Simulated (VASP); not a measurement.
OSZICAR of a VASP run on CuZn (CsCl type):

File OSZICAR:
```
       N       E                     dE             d eps       ncg     rms          rms(c)
DAV:   1     0.851583401392E+02    0.85158E+02   -0.10136E+04  3792   0.220E+03
DAV:   2    -0.211493493180E+02   -0.10631E+03   -0.10377E+03  3607   0.313E+02
DAV:   3    -0.239865090579E+02   -0.28372E+01   -0.28312E+01  4399   0.699E+01
DAV:   4    -0.240060929783E+02   -0.19584E-01   -0.19587E-01  4286   0.503E+00
DAV:   5    -0.240063846452E+02   -0.29167E-03   -0.29167E-03  4785   0.657E-01    0.981E+00
DAV:   6    -0.210985256374E+02    0.29079E+01   -0.23757E+01  3733   0.130E+02    0.707E+00
DAV:   7    -0.199192241513E+02    0.11793E+01   -0.45774E+00  3801   0.993E+01    0.256E+00
DAV:   8    -0.199407531438E+02   -0.21529E-01   -0.41014E-01  5286   0.136E+01    0.158E+00
DAV:   9    -0.199335669828E+02    0.71862E-02   -0.34992E-02  5310   0.481E+00    0.310E-01
DAV:  10    -0.199360248870E+02   -0.24579E-02   -0.11448E-02  5035   0.220E+00    0.644E-02
DAV:  11    -0.199357864420E+02    0.23845E-03   -0.15001E-03  5269   0.740E-01    0.517E-02
DAV:  12    -0.199364050956E+02   -0.61865E-03   -0.70248E-04  4816   0.405E-01    0.176E-02
DAV:  13    -0.199364952939E+02   -0.90198E-04   -0.96322E-05  4393   0.196E-01    0.623E-03
DAV:  14    -0.199365055385E+02   -0.10245E-04   -0.10763E-05  5142   0.805E-02    0.771E-03
DAV:  15    -0.199365050828E+02    0.45576E-06   -0.47144E-06  4745   0.609E-02    0.133E-03
DAV:  16    -0.199365047016E+02    0.38113E-06   -0.21302E-07  3460   0.612E-03    0.713E-04
DAV:  17    -0.199365047374E+02   -0.35797E-07   -0.20333E-08  1926   0.264E-03
   1 F= -.19936505E+02 E0= -.19936505E+02  d E =0.000000E+00
       N       E                     dE             ncg
```

Problem. Which electronic solver shows in the log?

Solution. It is blocked Davidson (ALGO = Normal, or the opening steps of other solvers). The INCAR had ALGO = Normal.

Problem. Can the final energy be trusted as converged?

Solution. Self-consistency was reached. It stopped with EDIFF = 1E-7, NELM = 100 (r2SCAN meta-GGA, plane waves, VASP's PBE PAW potentials (set 64)).

The compound is CuZn in the CsCl type structure. It was relaxed first. The electron count is odd and the run is not spin-polarised, which forces a metal.
